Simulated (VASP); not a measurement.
Shape and ions are relaxed at each volume.

Energy against volume of CdSe (wurtzite). Level of theory: AM05 GGA, VASP's PBE PAW potentials (set 64) (plane waves; VASP).

```
V (Å³/atom)  E (eV/atom)
-----------  -----------
26.904          -2.82907
27.763          -2.84273
28.621          -2.84701
29.480          -2.84341
30.339          -2.83314
```

Problem. Fit a third-order Birch-Murnaghan equation of state.

Solution. 
```
Quantity                                         Result
---------------------------------------  --------------
volume per atom                          28.63 Å^3/atom
bulk modulus                                   48.9 GPa
pressure derivative of the bulk modulus            4.70
```

Measured: bulk modulus 53.4 GPa (computed value off by -8.5 %), as given by Michael Grünwald et al., The Journal of Chemical Physics (2012), arXiv:1201.2992. The calculation is for a static lattice, while the measured bulk modulus holds thermal and zero-point effects, which are part of the difference.

The compound is CdSe in the wurtzite structure. It was relaxed first.
